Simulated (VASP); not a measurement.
Given:

```yaml
crystal:
  lattice:
    - [1.52416, -2.63992, 0.00000]
    - [1.52416, 2.63992, 0.00000]
    - [0.00000, 0.00000, 4.86977]
  atoms:
    - { symbol: Al, position: [0.66667, 0.33333, 0.49981] }
    - { symbol: Al, position: [0.33333, 0.66667, 0.99981] }
    - { symbol: N, position: [0.66667, 0.33333, 0.88219] }
    - { symbol: N, position: [0.33333, 0.66667, 0.38219] }
```

All values below come from LDA (Ceperley-Alder, Perdew-Zunger), VASP's LDA PAW potentials (set 64) (plane waves; VASP). Settings: 620 eV cut-off, 8×8×5 Γ-centred mesh, Gaussian smearing of 0.050 eV, potentials Al N.

**Question.** Predict the energy per atom (σ→0), pressure.

**Answer.** 
```yaml
energy per atom (σ→0): -8.197 eV/atom
pressure: 10.06 GPa
```

Only differences to runs with the same potentials and settings are physical.

The compound is AlN in the wurtzite structure. It was relaxed first under an external pressure of 10 GPa.
